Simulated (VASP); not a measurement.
Computed with PBE GGA, VASP's PBE PAW potentials (set 64) (plane waves; VASP).

The input files of a VASP run:

**INCAR**
```
! general
SYSTEM   =  Te
PREC     =  Accurate
ENCUT    =  480
LREAL    =  F
LASPH    =  T

! electronic loop
EDIFF    =  1E-6
NELM     =  100
ALGO     =  Normal
LMAXMIX  =  4

! smearing
ISMEAR   =  0
SIGMA    =  0.05

! functional
GGA      =  PE

! ions
IBRION   =  2
NSW      =  60
ISIF     =  3
EDIFFG   =  -0.01

! output
LWAVE    =  F
LCHARG   =  F
```

KPOINTS:
```
Automatic mesh
0
Gamma
6 6 4
0 0 0
```

### POSCAR
```
Te
1.0
  2.2668934190  -3.9263742611   0.0000000000
  2.2668934190   3.9263742611   0.0000000000
  0.0000000000   0.0000000000   5.9454644823
Te
3
Cart
  0.6055273923   1.0488041244   3.9636449700
  3.3227320535  -0.0000000000   0.0000000000
  0.6055273923  -1.0488041244   1.9818195123
```

POTCAR, in this order: Te (PBE.64 set). Program: vasp_std.

The resulting files:

OSZICAR:
```
       N       E                     dE             d eps       ncg     rms          rms(c)
DAV:   1     0.755063528637E+02    0.75506E+02   -0.62556E+03   624   0.103E+03
DAV:   2    -0.419344673401E+01   -0.79700E+02   -0.76310E+02   828   0.150E+02
DAV:   3    -0.934615043578E+01   -0.51527E+01   -0.51145E+01   739   0.444E+01
DAV:   4    -0.944568130005E+01   -0.99531E-01   -0.99478E-01   842   0.737E+00
DAV:   5    -0.944695256203E+01   -0.12713E-02   -0.12713E-02   767   0.765E-01    0.115E+01
DAV:   6    -0.943006598646E+01    0.16887E-01   -0.20713E-02   674   0.976E-01    0.729E+00
DAV:   7    -0.942773200849E+01    0.23340E-02   -0.44561E-02   654   0.147E+00    0.318E-01
DAV:   8    -0.942698880362E+01    0.74320E-03   -0.80970E-03   639   0.572E-01    0.148E-01
DAV:   9    -0.942703082342E+01   -0.42020E-04   -0.22496E-04   823   0.116E-01    0.981E-02
DAV:  10    -0.942706894455E+01   -0.38121E-04   -0.54287E-05   647   0.533E-02    0.192E-02
DAV:  11    -0.942706555550E+01    0.33891E-05   -0.13864E-05   654   0.250E-02    0.671E-03
DAV:  12    -0.942706588867E+01   -0.33317E-06   -0.11484E-06   382   0.752E-03
   1 F= -.94270659E+01 E0= -.94270640E+01  d E =-.942707E+01
```

OUTCAR:
```
------------------------ aborting loop because EDIFF is reached ----------------------------------------
  FORCE on cell =-STRESS in cart. coord.  units (eV):
  Direction    XX          YY          ZZ          XY          YZ          ZX
  --------------------------------------------------------------------------------------
  Total       -0.0049659     -0.0049659      0.0039646      0.0000000      0.0000000      0.0000000
  in kB       -0.0751746     -0.0751746      0.0600165      0.0000000      0.0000000      0.0000000
  external PRESSURE =      -0.0301109 kB  Pullay stress =       0.0000000 kB
  volume of cell :      105.84
      direct lattice vectors                 reciprocal lattice vectors
     2.266893419 -3.926374261  0.000000000     0.220566170 -0.127343948  0.000000000
     2.266893419  3.926374261  0.000000000     0.220566170  0.127343948  0.000000000
     0.000000000  0.000000000  5.945464482     0.000000000  0.000000000  0.168195438
 POSITION                                       TOTAL-FORCE (eV/Angst)
 -----------------------------------------------------------------------------------
      0.60553      1.04880      3.96364         0.003344      0.005791     -0.000000
      3.32273      0.00000      0.00000        -0.006687      0.000000     -0.000000
      0.60553     -1.04880      1.98182         0.003344     -0.005791      0.000000
 -----------------------------------------------------------------------------------
    total drift:                               -0.000175     -0.000400      0.000013
  FREE ENERGIE OF THE ION-ELECTRON SYSTEM (eV)
  ---------------------------------------------------
  free  energy   TOTEN  =        -9.4270658887 eV

  energy  without entropy=       -9.4270621449  energy(sigma->0) =       -9.42706402

 reached required accuracy - stopping structural energy minimisation
```
(Selected blocks of OUTCAR.)

The compound is Te in the trig structure. It was relaxed first. The start is the result of an earlier pass.
